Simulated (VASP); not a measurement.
Consider the following.

```yaml
crystal:
  lattice:
    - [4.81106, 0.00000, 0.00000]
    - [0.00000, 4.81106, 0.00000]
    - [0.00000, 0.00000, 4.81106]
  atoms:
    - { symbol: Ag, position: [0.75000, 0.25000, 0.75000] }
    - { symbol: Ag, position: [0.25000, 0.75000, 0.75000] }
    - { symbol: Ag, position: [0.75000, 0.75000, 0.25000] }
    - { symbol: Ag, position: [0.25000, 0.25000, 0.25000] }
    - { symbol: O, position: [0.00000, 0.00000, 0.00000] }
    - { symbol: O, position: [0.50000, 0.50000, 0.50000] }
```

Calculation: modified Becke-Johnson potential (mBJ), VASP's PBE PAW potentials (set 64) (plane waves; VASP). Numerical set-up: 520 eV cut-off, 4×4×4 Γ-centred mesh, Gaussian smearing of 0.050 eV, potentials Ag O.

mBJ is a potential without an energy functional, so only the levels count.

**Question.** Give the energies of bands 18 to 31 at the high-symmetry points, in eV from the valence-band maximum.

**Answer.** 
| band | Γ | X | M | R |
|---|---|---|---|---|
| 18 | -2.91 | -3.05 | -3.11 | -2.91 |
| 19 | -2.91 | -2.92 | -3.07 | -2.91 |
| 20 | -2.81 | -2.92 | -3.07 | -2.83 |
| 21 | -2.81 | -2.75 | -2.89 | -2.83 |
| 22 | -2.81 | -2.75 | -2.89 | -2.72 |
| 23 | -2.68 | -2.19 | -1.69 | -2.72 |
| 24 | -2.68 | -2.19 | -1.69 | -2.72 |
| 25 | -2.68 | -1.60 | -1.61 | -1.68 |
| 26 | 0.00 | -1.60 | -1.61 | -0.58 |
| 27 | 0.00 | -0.39 | -0.74 | -0.58 |
| 28 | 0.00 | -0.39 | -0.74 | -0.58 |
| 29 | 0.49 | 2.54 | 2.94 | 3.60 |
| 30 | 3.20 | 2.54 | 2.94 | 3.60 |
| 31 | 3.20 | 5.65 | 4.28 | 3.60 |

The gap is direct, 0.49 eV, from the valence maximum at Γ to the conduction minimum at Γ.

The compound is Ag2O in the cuprite structure. It was relaxed first, which changed the volume by +5 %. The cell's shape comes from a PBE relaxation.
